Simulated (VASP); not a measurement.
MoTe2: energy against strain

MoTe2 (2H layered, P6_3/mmc, 26.726 Å³/atom and stress up to 0.30 GPa in the relaxed cell, c along z) under an equal strain ε along x and y, with z held. PBE in VASP (plane waves, PAW), 480 eV, 12×12×4 Γ-centred mesh, Gaussian smearing 0.05 eV; ions are relaxed, or left where forces stay under 0.02 eV/Å, within the symmetry of each cell. Against the start cell, which lies near the measured one, the relaxed cell differs by 7.1 % in volume and 5.1 % in c; the values below rest on it.

Here s stands for strain and y for E less E0.

| strain (%) | E less E0 (meV/atom) |
|---|---|
| -3.00 | ? |
| -1.50 | 6.77 |
| -1.00 | 3.26 |
| -0.50 | 1.02 |
| 0.00 | 0.00 |
| 0.50 | 0.14 |
| 1.00 | 1.43 |
| 1.50 | 3.82 |

Taking a parabola for y over the 7 complete rows: Least squares gives y = -0.007 - 0.9564·s + 2.3557·s². Residuals (row less fit): 0.042, -0.045, -0.040, 0.007, 0.036, 0.038, -0.039; standard error 0.049 (degrees of freedom: 4). Twice the quadratic coefficient over the volume, 2 × 2.3557 meV × 10⁴ × 0.1602 / 26.726 Å³, is the elastic constants 2(C11 + C12) = 282 ± 3 GPa (± standard error of the fit, which holds the terms cut off).

Question: What does the fit predict for y at s = -3.00, and how far is the calculated value from it?

Answer: y = -0.007 - 0.9564 × (-3.0) + 2.3557 × (-3.0)² = 24.064 meV/atom. The calculation gives 25.19 meV/atom, 1.126 meV/atom above the prediction (4.5 % of the range of y in the table). The row lies outside the fitted rows, so this is an extrapolation. From the scatter of the fitted rows alone, a prediction at this place has a standard error of 0.188 meV/atom, so the miss is 6.0 times that.

A polynomial of degree 3 through the 12 other runs of the series gives 25.14 there, so most of the miss is curvature that the fit leaves out. Spin-orbit coupling is left out, which can shift these values for the heavy elements here. For MoTe2: without a dispersion term in the relaxation, distances and binding between the weakly bound layers, chains or molecules are unreliable, and so is what depends on them. Rows are the converged runs of the series near zero and its far end, less any whose ions stayed unrelaxed beside relaxed ones; series whose fitted rows scatter by over a few per cent of the range, as at a crossing or softening among them, aren't shown in this form. Most that stay on the fit to the last digits aren't either.
